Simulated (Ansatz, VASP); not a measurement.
**Ga2S3: VASP beside Ansatz**

Aim: how closely do two programs agree when they are given the same cell, functional and k mesh? The cell is taken from a series of runs on this material, whose earlier steps may have relaxed, scaled, displaced or heated it; both programs get it as it stands.

Main program and level: Ansatz 0.2.0; plane waves, with VASP 6.6.1 beside it; dielectric response at LDA.

**1. The starting structure**

Symmetry: Imm2, No. 44, orthorhombic system. The conventional cell has a = 3.673 Å, b = 11.141 Å, c = 5.346 Å, α = 90.00°, β = 90.00°, γ = 90.00°. Ga has 4 S at 2.20 to 2.32 Å nearest. S has 3 Ga at 2.32 Å nearest. S has 2 Ga at 2.20 Å nearest. Farther neighbours and most contacts between anions are not listed.

**2. Ansatz: dielectric response, LDA**

Ansatz runs on its PAW soft_1 files.

The response to a field tests empty states and converges slowly with the mesh.

input.yaml reads:

```yaml
crystal:
  lattice:
    - [-1.83633776, 5.57061928, 2.67305246]
    - [1.83633776, -5.57061928, 2.67305246]
    - [1.83633776, 5.57061928, -2.67305246]
  atoms:
    - { symbol: Ga, position: [0.16642079, 0.00736566, 0.15905513] }
    - { symbol: Ga, position: [0.84831053, 0.00736566, 0.84094487] }
    - { symbol: S, position: [0.90747666, 0.24172383, 0.66575283] }
    - { symbol: S, position: [0.575971, 0.24172383, 0.33424717] }
    - { symbol: S, position: [0.25182003, 0.25182003, 0.0] }
kpoints:
  mp_grid: { grid: [8, 8, 8] }
hamiltonian:
  xc: lda
  pseudopotentials: { kind: paw, azcp: { folder: soft_1 }, xc_functional: pbe }
scf:
  occupations: { method: fixed }
dielectric: {}
```

Started as:

```console
$ ansatz run input.yaml --threads 2 --pin off --max-ram 73728MiB --backend cuda --events-out ev --progress --plain --runs-dir out --devices 1 --max-vram 13GiB
```

Numbers of over 12 decimals in the logs are rounded to 6 here.

What it wrote:

```text
GPUs: using 1 of 1 available (devices: 1).
Engine: ansatz 0.2.0, x86_64-unknown-linux-gnu
Pseudopotentials: kind: paw
Pseudopotential: Ga, paw, valence charge 13, recommended cutoff 420 eV (normal), soft_1/Ga.paw.azcp
Pseudopotential: S, paw, valence charge 6, recommended cutoff 420 eV (normal), soft_1/S.paw.azcp
Functional definition: SPW92
  exchange = slater_x
  correlation = pw_c
device memory: the entry about to start is reckoned to put 2.1 GiB on a device that reports 47.2 GiB free (of which the cap on the GPU budget leaves the run 13.0 GiB)
GPU FFT provider: cuFFT
GPU libraries: cuBLAS 13.8.2, cuFFT 12.4.0, cuSOLVER 12.3.4
Crystal: 5 atoms, lattice volume = 109.376 Å³
Basis set: ecut = 420 eV, 2133 PW (Γ), exchange–correlation on 90×90×90 points (8 copies of the dense FFT grid, shifted against one another)
Bands: 27, of which v1, the nominal top of the filled ones, is band 22 counted from 1 (21 counted from 0)
Symmetry: 4 space group operations
k-points: 260 of 512 (irreducible under 1 space group operation, time reversal used)
Non-local potential: Ga, projectors of the file, l = 0: 2, l = 1: 2, l = 2: 3, l = 3: 1
Non-local potential: S, projectors of the file, l = 0: 2, l = 1: 2, l = 2: 1
PAW form: soft (Blöchl's): semilocal exchange-correlation on the pseudo side does not see the compensation charge
PAW frozen core: Ga, regenerated for the run's functional, and the local potential with it (the file was generated under x = pbe(κ = 0.804, μ = 0.219515), c = pbe(β = 0.066725))
PAW frozen core: S, regenerated for the run's functional, and the local potential with it (the file was generated under x = pbe(κ = 0.804, μ = 0.219515), c = pbe(β = 0.066725))
PAW one-centre angular grid: Ga, 590 points (default); XC on 64 Gauss nodes
PAW one-centre angular grid: S, 110 points (default); XC on 64 Gauss nodes
Initial density: superposition of atomic densities (chi_scale 0.1, normalization cell, long waves kept (reshape's long-wave potential 0.05 eV rms))
Initial wavefunctions: pseudopotential atomic-orbital guess
GPU buffer pool allocated for 91125 grid points (all kernels)
GPU transforms: local potential and band sums: pruned to the plane-wave sphere, on 45×45×45
Functional: x = slater, c = lda
SCF iter   1: F=—  HF=-10026.433699 eV  |F-HF|=—  |Δ(HF+E_count)|=         —  Δρ=4.81e-2  dr2=1.65e0  ethr=3.10e-3  ⟨swp⟩=5.0  Hψ=28354  notcnv=0  defer=735
preconditioner: auto → Resta (q_TF=auto, 2.344 Å⁻¹)  ε∞=3.7  [insulator: Δε(μ)=1.680 eV  Ē_g=14.269 eV  n_scr=20 (ndim 8)  ℏωp=23.6 eV  f_vac=0.000  ε∞_Penn≈3.7]
SCF iter   2: F=—  HF=-10026.012951 eV  |F-HF|=—  |Δ(HF+E_count)|=   4.21e-1  Δρ=2.23e-2  dr2=3.99e-1  ethr=3.10e-3  ⟨swp⟩=2.9  Hψ=14878  notcnv=0  defer=766
SCF iter   3: F=—  HF=-10025.872894 eV  |F-HF|=—  |Δ(HF+E_count)|=   1.40e-1  Δρ=6.00e-3  dr2=3.16e-2  ethr=9.07e-4  ⟨swp⟩=2.3  Hψ=13005  notcnv=0  defer=775
SCF iter   4: F=—  HF=-10025.848980 eV  |F-HF|=—  |Δ(HF+E_count)|=   2.39e-2  Δρ=1.95e-3  dr2=4.38e-3  ethr=7.18e-5  ⟨swp⟩=2.9  Hψ=13320  notcnv=0  defer=779
SCF iter   5: F=—  HF=-10025.849530 eV  |F-HF|=—  |Δ(HF+E_count)|=   5.49e-4  Δρ=7.24e-4  dr2=6.56e-4  ethr=9.95e-6  ⟨swp⟩=2.0  Hψ=13003  notcnv=0  defer=780
SCF iter   6: F=—  HF=-10025.849474 eV  |F-HF|=—  |Δ(HF+E_count)|=   5.57e-5  Δρ=1.57e-4  dr2=3.78e-5  ethr=1.49e-6  ⟨swp⟩=2.5  Hψ=11016  notcnv=0  defer=780
SCF iter   7: F=—  HF=-10025.849478 eV  |F-HF|=—  |Δ(HF+E_count)|=   4.26e-6  Δρ=6.02e-5  dr2=4.72e-6  ethr=8.58e-8  ⟨swp⟩=2.9  Hψ=13346  notcnv=0  defer=708
SCF iter   8: F=—  HF=-10025.849606 eV  |F-HF|=—  |Δ(HF+E_count)|=   1.28e-4  Δρ=1.78e-5  dr2=5.05e-7  ethr=1.07e-8  ⟨swp⟩=2.0  Hψ=9680  notcnv=0  defer=342
SCF iter   9: F=—  HF=-10025.849606 eV  |F-HF|=—  |Δ(HF+E_count)|=   1.33e-7  Δρ=4.55e-6  dr2=3.22e-8  ethr=1.15e-9  ⟨swp⟩=2.7  Hψ=11274  notcnv=0  defer=344
SCF iter  10: F=—  HF=-10025.849606 eV  |F-HF|=—  |Δ(HF+E_count)|=  6.77e-10  Δρ=1.29e-6  dr2=2.03e-9  ethr=7.32e-11  ⟨swp⟩=2.0  Hψ=8972  notcnv=0  defer=344
SCF iter  11: F=—  HF=-10025.849606 eV  |F-HF|=—  |Δ(HF+E_count)|=  9.09e-11  Δρ=2.56e-7  dr2=1.35e-10  ethr=4.61e-12  ⟨swp⟩=2.9  Hψ=12747  notcnv=0  defer=344
SCF iter  12: F=-10025.849606 eV  HF=-10025.849606 eV  |F-HF|=2.36e-11  |Δ(HF+E_count)|=  3.82e-11  Δρ=1.86e-7  dr2=2.09e-11  ethr=1.00e-12  ⟨swp⟩=11.0  Hψ=33083  notcnv=0
SCF 1 converged in 12 iterations: F = -10025.849606 eV  dr2 = 2.09e-11
  greatest PAW one-centre occupation: 0.995 electrons in one spin orbital (limit 2), on the Ga atom at site 1 (counted from 0), in its partial waves of l = 2
the response reads at least the filled bands of the reference SCF and the lowest empty band at each k-point, and that SCF's band table does not vouch for those bands. The notice of the band table in this run's record says why
device memory: the entry about to start is reckoned to put 0.7 GiB on a device that reports 40.7 GiB free (of which the cap on the GPU budget leaves the run 12.8 GiB)
NSCF: frozen V_eff on 1 k-points
device memory: the entry about to start is reckoned to put 0.7 GiB on a device that reports 40.7 GiB free (of which the cap on the GPU budget leaves the run 12.8 GiB)
NSCF: frozen V_eff on 1 k-points
device memory: the entry about to start is reckoned to put 0.7 GiB on a device that reports 40.7 GiB free (of which the cap on the GPU budget leaves the run 12.8 GiB)
NSCF: frozen V_eff on 1 k-points
device memory: the entry about to start is reckoned to put 0.7 GiB on a device that reports 40.7 GiB free (of which the cap on the GPU budget leaves the run 12.8 GiB)
NSCF: frozen V_eff on 1 k-points
device memory: the entry about to start is reckoned to put 0.1 GiB (of the 0.3 GiB reckoned in all, the device holds 0.3 GiB already) on a device that reports 40.7 GiB free (of which the cap on the GPU budget leaves the run 12.8 GiB)
device memory: the entry about to start is reckoned to put 2.8 GiB (of the 3.0 GiB reckoned in all, the device holds 0.3 GiB already) on a device that reports 40.6 GiB free (of which the cap on the GPU budget leaves the run 12.8 GiB)
DFPT response loops at Γ: preconditioner auto → Resta (q_TF=auto, 2.344 Å⁻¹)  ε∞=6.9 (no band partly filled); β = 1.00, the filter's whole step (`scf.mixing.beta` (0.50) is not read by the response loops at its default; to damp them type it under 1.00, their step now; it binds the ground state too); Broyden in place of MSR1
── the response to a field inside a basis, on 10×14×12 k-points: an SCF that follows is theirs, and a resumed run solves both again ──
device memory: the entry about to start is reckoned to put 1.9 GiB on a device that reports 41.8 GiB free (of which the cap on the GPU budget leaves the run 12.8 GiB)
GPU FFT provider: cuFFT
GPU libraries: cuBLAS 13.8.2, cuFFT 12.4.0, cuSOLVER 12.3.4
Bands: 23, of which v1, the nominal top of the filled ones, is band 22 counted from 1 (21 counted from 0)
k-points: 840 of 1680 (irreducible under 1 space group operation, time reversal used)
Initial density: handed on by an earlier stage of this run
Initial wavefunctions: pseudopotential atomic-orbital guess (no wavefunctions were taken with the density)
GPU buffer pool allocated for 91125 grid points (all kernels)
GPU transforms: band sums: pruned to the plane-wave sphere, on 45×45×45
Eigensolver: Dense (840 Hₖ)
SCF iter   1: F=—  HF=-10025.840665 eV  |F-HF|=—  |Δ(HF+E_count)|=         —  Δρ=1.58e-4  dr2=8.93e-6  ethr=1.00e-1
preconditioner: auto → Resta (q_TF=auto, 2.344 Å⁻¹)  ε∞=4.6  [insulator: Δε(μ)=1.296 eV  Ē_g=12.463 eV  n_scr=20 (ndim 8)  ℏωp=23.6 eV  f_vac=0.012  ε∞_Penn≈4.6]
SCF iter   2: F=—  HF=-10025.840666 eV  |F-HF|=—  |Δ(HF+E_count)|=   3.38e-7  Δρ=1.11e-4  dr2=5.42e-6  ethr=2.03e-8
SCF iter   3: F=—  HF=-10025.840666 eV  |F-HF|=—  |Δ(HF+E_count)|=   1.52e-8  Δρ=1.80e-5  dr2=2.22e-7  ethr=1.23e-8
SCF iter   4: F=-10025.840665 eV  HF=-10025.840665 eV  |F-HF|=2.87e-8  |Δ(HF+E_count)|=   7.95e-7  Δρ=3.93e-6  dr2=8.70e-9  ethr=5.04e-10
SCF 1 converged in 4 iterations: F = -10025.840665 eV  dr2 = 8.70e-9
device memory: the entry about to start is reckoned to put 0.1 GiB (of the 1.7 GiB reckoned in all, the device holds 1.6 GiB already) on a device that reports 46.8 GiB free (of which the cap on the GPU budget leaves the run 11.7 GiB)
device memory: the entry about to start is reckoned to put 9.8 GiB on a device that reports 55.2 GiB free (of which the cap on the GPU budget leaves the run 12.6 GiB)
DFPT response loops at Γ: preconditioner auto → Resta (q_TF=auto, 2.344 Å⁻¹)  ε∞=6.8 (no band partly filled); β = 1.00, the filter's whole step (`scf.mixing.beta` (0.50) is not read by the response loops at its default; to damp them type it under 1.00, their step now; it binds the ground state too); Broyden in place of MSR1
SCF converged after 12 iterations
Free energy (F): -10025.849606 eV
Harris-Foulkes:  -10025.849606 eV  (|F-HF|=2.36e-11)
Internal energy: -10025.849606 eV  (E = F + TS)
E sigma→0 (E₀):  -10025.849606 eV
Fermi energy:    5.506449 eV
--- Per-component energies (eV) ---
  E_band       = -200.846614
  E_kinetic    = 540.362567
  E_local      = -4060.103874  (includes V_loc(G=0)·N_el)
  E_nonlocal   = -73.035025
  E_hartree    = 2304.732066
  E_xc         = -388.819684
  E_vxc        = -359.331467  (∫ρ·V_xc dr)
  E_paw        = -5565.933873  (= ΣΔE_a)
  E_vpaw       = -858.202277  (= ΣTr[D̂ρ^β])
  E_aug_tail   = -0.000422  (compensation charges beyond the density's cutoff)
  E_ewald      = -2786.967918
  E_core_change = 3.916556  (= ΣΔE_core)
  E_smearing   = -0.000000  (= −TS)
  E_closure    = -0.000000  (closes the sum)
  Σ components = -10025.849606   (vs F -10025.849606, Δ=0.00e0)
--- Band table (eV; the first three rows and the last of 260) ---
  k-point 0: bands = [... 18 lower, 3.2825, 4.4162, 4.4942, 5.3752, 6.7568, 7.9372, 9.4773, 10.5181, ... 1 higher]
  k-point 1: bands = [... 18 lower, 2.7764, 4.2567, 4.3023, 4.9049, 7.4712, 8.7277, 9.8370, 10.2218, ... 1 higher]
  k-point 2: bands = [... 18 lower, 2.5319, 3.6299, 3.9124, 4.3269, 8.1895, 9.1524, 9.4899, 9.7060, ... 1 higher]
  k-point 259: bands = [... 18 lower, 3.2681, 3.4741, 3.5462, 5.5064, 7.5065, 7.7469, 7.8099, 10.2438, ... 1 higher]
--- Dielectric response (ions clamped): 3 representative field directions + reference, inside a basis on a mesh of 1680 k-points (Σ response iterations 18) ---
  ε∞ (high-frequency dielectric tensor):
        6.337816    -0.000000    -0.000000
       -0.000000     6.350904     0.000000
       -0.000000     0.000000     6.056979
  Born effective charges Z* (e; rows j = field, columns β = displacement):
    site 0:
         2.79332   -0.00000   -0.00000
        -0.00000    2.77696   -0.70360
        -0.00000    0.72065    2.38090
    site 1:
         2.79332   -0.00000   -0.00000
        -0.00000    2.77696    0.70360
        -0.00000   -0.72065    2.38090
    site 2:
        -2.33758    0.00000    0.00000
         0.00000   -1.49205    0.71088
         0.00000    0.59784   -1.75386
    site 3:
        -2.33758    0.00000    0.00000
         0.00000   -1.49205   -0.71088
         0.00000   -0.59784   -1.75386
    site 4:
        -0.91148    0.00000    0.00000
         0.00000   -2.56982    0.00000
         0.00000   -0.00000   -1.25408
  Z* charge neutrality: 3.843e-3 e pre-enforcement
  solved inside a basis spanned on kpoints, on 10×14×12 k-points, its susceptibility summed on 10×16×14: ε∞ is read to err by 2.1e-2, Z* by 1.5e-2 e (field_mesh: kpoints solves on kpoints); Z* is corrected for what the basis lacks
```

(Part 1 of 2 ends here.)

[Lines on the potential files, build, host, timing and source positions are cut from VASP's logs without a mark.]

[Logs are printed without paths, hosts, clocks, repeated set-up lines and the standing remarks that a program may print on its own settings, such as how far it seeks lower states.]

[Hosts, paths, dates, database ids (printed as entryN), source tags and the programs' standing remarks are cut or masked in the printed files.]
